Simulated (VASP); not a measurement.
The system is La.

```
La
1.0
     3.77000    0.00000    0.00000
    -1.88500    3.26492    0.00000
     0.00000    0.00000   12.15900
La
4
Direct
  0.00000 0.00000 0.00000
  0.00000 0.00000 0.50000
  0.33333 0.66667 0.75000
  0.66667 0.33333 0.25000
```

- Program: VASP 6.6.1
- Task: relaxation of cell and atoms
- Functional: PBEsol
- Potentials or basis: VASP PAW PBE potentials, release 64 (La)
- Cutoff: 600 eV
- k mesh: 12 × 12 × 3
- Occupations: methfessel-paxton, width 0.1 eV
- Spin: no spin polarisation

At the start: pressure -2.3 GPa; volume 37.42 Å³/atom.

Q: Where does the relaxation end?

A: Over 5 steps the energy falls by 24.5 meV/atom and the volume is 34.14 Å³/atom (-8.8 %); space group P6_3/mmc (No. 194, to 0.05 Å).

The path:
```
step  energy change (eV)  largest force (eV/Å)  pressure (GPa)  volume (Å³)
   1              0.0000                0.0000           -2.28       149.66
   2             -0.0960                0.0000           -0.35       138.42
   3             -0.0981                0.0000           -0.04       136.80
   4             -0.0981                0.0000            0.02       136.55
   5             -0.0981                0.0000            0.02       136.55
```

Final structure:
```
La
1.0
     3.65858    0.00000    0.00000
    -1.82929    3.16843    0.00000
     0.00000    0.00000   11.77942
La
4
Direct
  0.00000 0.00000 0.00000
  0.00000 0.00000 0.50000
  0.33333 0.66667 0.75000
  0.66667 0.33333 0.25000
```

Caveat: the PAW data sets were made with another functional, which shifts forces and pressure a little.
